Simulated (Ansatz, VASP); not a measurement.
# AlBP2 in two plane-wave programs, part 2 of 3

Wanted: the spread between two codes on one cell, functional and k mesh. The cell is generated by rule, not measured, and may not be a known phase. The cell is taken from a series of runs on this material, whose earlier steps may have relaxed, scaled, displaced or heated it; both programs get it as it stands.

VASP 6.6.1 and Ansatz 0.2.0.

So far: Set-up; VASP: zone-centre phonons, PBEsol.

## 2. VASP: zone-centre phonons, PBEsol (continued)

Level of this step: PBEsol; plane waves and PAW (Al, B, P); invented cell (VASP).

OUTCAR, selected parts (step 2):

```text
ion  position               nearest neighbor table
   1  0.667  0.333  0.507-   4 2.26   4 2.26   4 2.26   3 2.37
   2  0.333  0.667  0.005-   4 1.98   3 2.10   3 2.10   3 2.10
   3  0.667  0.333  0.903-   2 2.10   2 2.10   2 2.10   1 2.37
   4  0.333  0.667  0.335-   2 1.98   1 2.26   1 2.26   1 2.26

  LATTYP: Found a hexagonal cell.
 ALAT       =     3.4872035815
 C/A-ratio  =     1.7176628414

 Subroutine GETGRP returns: Found  6 space group operations
 (whereof  6 operations were pure point group operations)

The static configuration has the point symmetry C_3v.

 Found    100 irreducible k-points:

   k-points           NKPTS =    100   k-points in BZ     NKDIM =    100   number of bands    NBANDS=     14

   dimension x,y,z NGX =    28 NGY =   28 NGZ =   48
   dimension x,y,z NGXF=    56 NGYF=   56 NGZF=   96

   ENCUT  =  500.0 eV  36.75 Ry    6.06 a.u.   6.36  6.36 10.92*2*pi/ulx,y,z

   NELECT =      16.0000    total number of electrons

 k-points in reciprocal lattice and weights: Automatic mesh
   0.00000000  0.00000000  0.00000000       0.001
   0.08333333  0.00000000  0.00000000       0.007
   0.16666667  0.00000000  0.00000000       0.007
   0.25000000  0.00000000  0.00000000       0.007
   0.33333333  0.00000000  0.00000000       0.007
   0.41666667  0.00000000  0.00000000       0.007
   0.50000000  0.00000000  0.00000000       0.003
   0.08333333  0.08333333  0.00000000       0.007
   0.16666667  0.08333333  0.00000000       0.014
[...]
-1.743604328  3.020005425  0.000000000    -0.000000278  0.331125072  0.000000000
     0.000000000  0.000000000  5.989840012     0.000000000  0.000000000  0.166949367

 POSITION                                       TOTAL-FORCE (eV/Angst)
 -----------------------------------------------------------------------------------
      1.74360      1.00667      3.03593         0.000000     -0.000000      0.007814
     -0.00000      2.01334      0.02971         0.000000      0.000000      0.000364
      1.74360      1.00667      5.40976        -0.000000     -0.000000      0.010295
     -0.00000      2.01334      2.00681         0.000000     -0.000000     -0.018473
 -----------------------------------------------------------------------------------
    total drift:                               -0.000000      0.000000      0.000047

 MACROSCOPIC STATIC DIELECTRIC TENSOR (including local field effects in DFT)
 ------------------------------------------------------
           9.999567     0.000000    -0.000000
           0.000000     9.999567     0.000000
          -0.000000     0.000000    10.622249
 ------------------------------------------------------

 PIEZOELECTRIC TENSOR (including local field effects)  for field in x, y, z        (C/m^2)
          XX          YY          ZZ          XY          YZ          ZX
  --------------------------------------------------------------------------------
  x     0.00000    -0.00000     0.00000    -0.11202     0.00000     0.30726
  y    -0.11202     0.11202     0.00000    -0.00000     0.30726     0.00000
  z     0.25169     0.25169    -0.57760     0.00000     0.00000     0.00000

 BORN EFFECTIVE CHARGES (including local field effects) (in |e|, cummulative output)
 ---------------------------------------------------------------------------------
 ion    1
    1     1.85594     0.00000     0.00000
    2     0.00000     1.85594    -0.00000
    3     0.00000     0.00000     2.22048
 ion    2
    1     0.60068     0.00000     0.00000
    2     0.00000     0.60068     0.00000
    3     0.00000    -0.00000     0.68691
 ion    3
    1    -0.76626    -0.00000     0.00000
    2    -0.00000    -0.76626     0.00000
    3     0.00000     0.00000    -0.56210
 ion    4
    1    -1.69036    -0.00000     0.00000
    2    -0.00000    -1.69036    -0.00000
    3    -0.00000    -0.00000    -2.34529

 Eigenvectors and eigenvalues of the dynamical matrix
 ----------------------------------------------------

   1 f  =   20.817260 THz   130.798704 2PiTHz  694.389059 cm-1    86.093232 meV
             X         Y         Z           dx          dy          dz
      1.743601  1.006670  3.035928     0.000000    0.000000   -0.048914
     -0.000002  2.013338  0.029715     0.000000    0.000000   -0.907515
      1.743601  1.006670  5.409765    -0.000000   -0.000000    0.241800
     -0.000002  2.013338  2.006812    -0.000000   -0.000000    0.339935

   2 f  =   17.445094 THz   109.610757 2PiTHz  581.905694 cm-1    72.147078 meV
             X         Y         Z           dx          dy          dz
      1.743601  1.006670  3.035928    -0.071705   -0.034159   -0.000000
     -0.000002  2.013338  0.029715    -0.782439   -0.372740    0.000000
      1.743601  1.006670  5.409765     0.434400    0.206941    0.000000
     -0.000002  2.013338  2.006812     0.094760    0.045142    0.000000

   3 f  =   17.445094 THz   109.610757 2PiTHz  581.905694 cm-1    72.147078 meV
             X         Y         Z           dx          dy          dz
      1.743601  1.006670  3.035928    -0.034159    0.071705   -0.000000
     -0.000002  2.013338  0.029715    -0.372740    0.782439   -0.000000
      1.743601  1.006670  5.409765     0.206941   -0.434400   -0.000000
     -0.000002  2.013338  2.006812     0.045142   -0.094760   -0.000000

   4 f  =   14.489621 THz    91.040971 2PiTHz  483.321717 cm-1    59.924229 meV
             X         Y         Z           dx          dy          dz
      1.743601  1.006670  3.035928    -0.000000    0.000000   -0.852205
     -0.000002  2.013338  0.029715     0.000000   -0.000000    0.254917
      1.743601  1.006670  5.409765    -0.000000    0.000000    0.300589
     -0.000002  2.013338  2.006812     0.000000   -0.000000    0.344108

   5 f  =   14.392256 THz    90.429212 2PiTHz  480.073986 cm-1    59.521561 meV
             X         Y         Z           dx          dy          dz
      1.743601  1.006670  3.035928    -0.654815   -0.311938    0.000000
     -0.000002  2.013338  0.029715     0.101169    0.048195   -0.000000
      1.743601  1.006670  5.409765    -0.059006   -0.028109   -0.000000
     -0.000002  2.013338  2.006812     0.610361    0.290761   -0.000000

   6 f  =   14.392256 THz    90.429212 2PiTHz  480.073986 cm-1    59.521561 meV
             X         Y         Z           dx          dy          dz
      1.743601  1.006670  3.035928    -0.311938    0.654815    0.000000
     -0.000002  2.013338  0.029715     0.048195   -0.101169   -0.000000
      1.743601  1.006670  5.409765    -0.028109    0.059006   -0.000000
     -0.000002  2.013338  2.006812     0.290761   -0.610361   -0.000000

   7 f  =   13.025391 THz    81.840943 2PiTHz  434.480262 cm-1    53.868663 meV
             X         Y         Z           dx          dy          dz
      1.743601  1.006670  3.035928    -0.000000   -0.000000    0.029690
     -0.000002  2.013338  0.029715     0.000000    0.000000    0.055281
      1.743601  1.006670  5.409765    -0.000000   -0.000000   -0.735272
     -0.000002  2.013338  2.006812     0.000000    0.000000    0.674861

   8 f  =    3.587257 THz    22.539401 2PiTHz  119.658019 cm-1    14.835697 meV
             X         Y         Z           dx          dy          dz
      1.743601  1.006670  3.035928     0.400759    0.190937    0.000000
     -0.000002  2.013338  0.029715    -0.322899   -0.153841    0.000000
      1.743601  1.006670  5.409765    -0.608091   -0.289718    0.000000
     -0.000002  2.013338  2.006812     0.424681    0.202334    0.000000

   9 f  =    3.587257 THz    22.539401 2PiTHz  119.658019 cm-1    14.835697 meV
             X         Y         Z           dx          dy          dz
      1.743601  1.006670  3.035928     0.190937   -0.400759   -0.000000
     -0.000002  2.013338  0.029715    -0.153841    0.322899   -0.000000
      1.743601  1.006670  5.409765    -0.289718    0.608091   -0.000000
     -0.000002  2.013338  2.006812     0.202334   -0.424681   -0.000000

  10 f/i=    0.000456 THz     0.002866 2PiTHz    0.015214 cm-1     0.001886 meV
             X         Y         Z           dx          dy          dz
      1.743601  1.006670  3.035928    -0.515853    0.066596    0.000000
     -0.000002  2.013338  0.029715    -0.326479    0.042148    0.000000
      1.743601  1.006670  5.409765    -0.552629    0.071344    0.000000
     -0.000002  2.013338  2.006812    -0.552734    0.071357    0.000000

  11 f/i=    0.000456 THz     0.002866 2PiTHz    0.015214 cm-1     0.001886 meV
             X         Y         Z           dx          dy          dz
      1.743601  1.006670  3.035928    -0.066596   -0.515853   -0.000000
     -0.000002  2.013338  0.029715    -0.042148   -0.326479   -0.000000
      1.743601  1.006670  5.409765    -0.071344   -0.552629   -0.000000
     -0.000002  2.013338  2.006812    -0.071357   -0.552734   -0.000000

  12 f/i=    0.001078 THz     0.006770 2PiTHz    0.035942 cm-1     0.004456 meV
             X         Y         Z           dx          dy          dz
      1.743601  1.006670  3.035928     0.000000   -0.000000    0.520070
     -0.000002  2.013338  0.029715     0.000000   -0.000000    0.329206
      1.743601  1.006670  5.409765     0.000000   -0.000000    0.557273
     -0.000002  2.013338  2.006812     0.000000   -0.000000    0.557312

 MACROSCOPIC STATIC DIELECTRIC TENSOR IONIC CONTRIBUTION
 ------------------------------------------------------
           0.928806     0.000000    -0.000000
           0.000000     0.928806    -0.000000
          -0.000000    -0.000000     1.164231
 ------------------------------------------------------

 ELASTIC MODULI CONTR FROM IONIC RELAXATION (kBar)
 Direction    XX          YY          ZZ          XY          YZ          ZX
 --------------------------------------------------------------------------------
 XX        -442.4685     49.9773    102.9764     -0.0000    198.5490     -0.0005
 YY          49.9773   -442.4685    102.9764     -0.0000   -198.5490      0.0005
 ZZ         102.9764    102.9764   -241.8832      0.0000     -0.0000     -0.0000
 XY          -0.0000     -0.0000      0.0000   -246.2229      0.0005    209.9960
 YZ         198.5490   -198.5490     -0.0000      0.0005   -205.1677     -0.0000
 ZX          -0.0005      0.0005     -0.0000    209.9960     -0.0000   -223.4731
 --------------------------------------------------------------------------------

 PIEZOELECTRIC TENSOR IONIC CONTR  for field in x, y, z        (C/m^2)
          XX          YY          ZZ          XY          YZ          ZX
  --------------------------------------------------------------------------------
  x    -0.00000     0.00000    -0.00000     0.38220    -0.00000    -0.42679
  y     0.38220    -0.38220    -0.00000     0.00000    -0.40980    -0.00000
  z    -0.43318    -0.43318     0.33102    -0.00000     0.00000     0.00000
```

The dielectric response converges more slowly with the mesh than energies do, so tensor and charges may still move on a finer one.

(Part 2 of 3 ends here.)

[Lines on the potential files, build, host, timing and source positions are cut from VASP's logs without a mark.]

[Logs are printed without paths, hosts, clocks, repeated set-up lines and the standing remarks that a program may print on its own settings, such as how far it seeks lower states.]

[Hosts, paths, dates, database ids (printed as entryN), source tags and the programs' standing remarks are cut or masked in the printed files.]
